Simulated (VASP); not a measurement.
A run of VASP 6.6.1 is set up as follows.

The input INCAR:

```
SYSTEM = GaP
ALGO     = Normal         ! electronic algorithm
EDIFF    = 1E-7           ! SCF threshold, eV
ENCUT    = 520            ! plane-wave cutoff, eV
GGA      = PE             ! functional
ISIF     = 2              ! what is computed and relaxed
ISMEAR   = 0              ! smearing method
LASPH    = .True.         ! aspherical terms in the spheres
LCHARG   = .False.        ! write CHGCAR
LREAL    = .False.        ! projectors in reciprocal space
LWAVE    = .False.        ! write WAVECAR
NBANDS   = 16             ! bands
NELM     = 100            ! most SCF steps
PREC     = Accurate       ! precision mode
SIGMA    = 0.01           ! smearing width, eV
```

File KPOINTS:

```
k-points
0
Gamma
  8 8 8
  0 0 0
```

Contents of POSCAR:

```
GaP
1.0
    0.0000000000      2.7529784786      2.7529784786
    2.7529784786      0.0000000000      2.7529784786
    2.7529784786      2.7529784786      0.0000000000
Ga P
1 1
Direct
    0.0000000000      0.0000000000      0.0000000000
    0.2500000000      0.2500000000      0.2500000000
```

Potentials or basis: VASP PAW PBE potentials, release 64 (Ga_d, P).

Run with:

```console
$ cat potpaw_PBE.64/Ga_d/POTCAR potpaw_PBE.64/P/POTCAR > POTCAR
$ mpirun -np 1 vasp_std > vasp.out
```

Question: What does it give for the pressure?

Answer: 0.0 GPa.

Question: What does it give for the band gap on the k mesh?

Answer: 1.58 eV, direct.

**The experiment to reproduce.**

From “Stacking defects in GaP nanowires: Electronic structure and optical properties”, 2018, arxiv:1810.01194, for a bulk crystal of GaP at 10 K: band gap 2.34 eV (indirect).

Measured gap of GaP: 2.34 eV (indirect; 10 K; quoted in “Stacking defects in GaP nanowires: Electronic structure and optical properties”, 2018, arxiv:1810.01194). This calculation gives 1.58 eV (-0.76 eV). Spin-orbit coupling on Ga is left out. The value is that of PBE on a finite k mesh, which can miss the band edges, without temperature or zero-point motion. Semilocal functionals fall short of measured gaps as a rule. The cell is a database's relaxed one, not the measured one, which moves gaps too.
